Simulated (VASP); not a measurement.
Shape and ions are relaxed at each volume.

Consider the following.

CdS is modelled in the hexagonal space group P6₃mc (No. 186), the wurtzite structure, Pearson symbol hP4. Lattice parameters: a = b = 4.1701 Å, c = 6.7761 Å, α = β = 90.00°, γ = 120.00°. Cd on 2b has 4 S at 2.548–2.554 Å (tetrahedral). S on 2b has 4 Cd at 2.548–2.554 Å (tetrahedral). (Neighbours: up to the widest gap in distance over summed covalent radii, below 1.35, at either atom; cation-cation and far metal-metal contacts left out.)

These are optB86b-vdW, VASP's PBE PAW potentials (set 64) (plane waves; VASP) values and carry that method's errors. Numerical set-up: 520 eV cut-off, 6×6×4 Γ-centred mesh, Gaussian smearing of 0.050 eV, potentials Cd S.

### Question
Give the energy at these volumes per atom, relative to the lowest: 23.97, 24.74, 25.50, 26.27, 27.03 Å³.

### Answer
18.8, 4.5, 0.0, 3.8, 14.6 meV/atom. A third-order Birch-Murnaghan fit gives B0 = 57.5 GPa and B0′ = 4.6.

Measured: bulk modulus 60.7 GPa (computed value off by -5.2 %), as given by Cormac Toher et al., Physical Review Materials (2017), arXiv:1611.05714. The calculation is for a static lattice, while the measured bulk modulus holds thermal and zero-point effects, which are part of the difference.

The compound is CdS in the wurtzite structure. It was relaxed first.
